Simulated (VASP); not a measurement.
A run of VASP 6.6.1 is set up as follows.

INCAR

```
SYSTEM = InSb
PREC = Accurate ; ENCUT = 520
EDIFF = 1E-6 ; ISMEAR = 0
SIGMA = 0.03 ; LREAL = .False.
LASPH = .True. ; NELM = 80
ALGO = Fast ; ISIF = 2
LWAVE = .False. ; LCHARG = .False.
GGA = PE ; NBANDS = 16
ICORELEVEL = 1
```

File KPOINTS:

```
Automatic mesh
0
Gamma
  10 10 10
  0 0 0
```

Contents of POSCAR:

```
InSb                                    
1.0
    0.0000000000      3.3176396663      3.3176396663
    3.3176396663     -0.0000000000      3.3176396663
    3.3176396663      3.3176396663     -0.0000000000
  In              Sb            
     1     1
Direct
     0.0000000000000000    0.0000000000000000    1.0000000000000000
     0.2500000000000000    0.2500000000000000    0.2500000000000000
```

The input KPOINTS_OPT:

```
explicit points
209
Reciprocal
 0.0000000000  0.0000000000  0.0000000000 1
 0.0263157895  0.0000000000  0.0263157895 1
 0.0526315789  0.0000000000  0.0526315789 1
 0.0789473684  0.0000000000  0.0789473684 1
 0.1052631579  0.0000000000  0.1052631579 1
 0.1315789474  0.0000000000  0.1315789474 1
[... 201 lines left out ...]
 0.4250000000  0.0000000000  0.4250000000 1
 0.4500000000  0.0000000000  0.4500000000 1
```

Potentials or basis: VASP PAW PBE potentials, release 64 (In_d, Sb).

Launch:

```bash
$ cat potpaw_PBE.64/In_d/POTCAR potpaw_PBE.64/Sb/POTCAR > POTCAR
$ mpirun -np 1 vasp_std > vasp.out
```

Task: Estimate the band gap along the path.

Result: None (metal or under the smearing width).

Task: Predict the pressure.

Result: 0.0 GPa.

Core levels (eV, on the scale of the bands):
| atom | levels |
| --- | --- |
| 1 In | 1s -27739.3, 2s -4145.8, 2p -3719.8, 3s -779.7, 3p -640.3, 3d -423.9, 4s -111.0, 4p -69.5 |
| 2 Sb | 1s -30288.5, 2s -4600.4, 2p -4128.6, 3s -894.2, 3p -740.4, 3d -506.0, 4s -139.2, 4p -92.2, 4d -24.0 |

Caveat: spin-orbit coupling is left out, which moves the levels of the heavy elements; this crystal is a semiconductor, whose small gap the functional closes, so the metal is an error of the method.

**What was measured.**

“Electronic Structure and Epitaxy of CdTe Shells on InSb Nanowires”, 2021, arxiv:2111.05126 quotes, for a bulk crystal of InSb: band gap 0.24 eV.

A measured gap of InSb is 0.24 eV (quoted in “Electronic Structure and Epitaxy of CdTe Shells on InSb Nanowires”, 2021, arxiv:2111.05126); the calculated 0.00 eV misses it by -0.24 eV. Spin-orbit coupling on In, Sb is left out. The value is that of PBE, without temperature or zero-point motion. Semilocal functionals fall short of measured gaps as a rule.
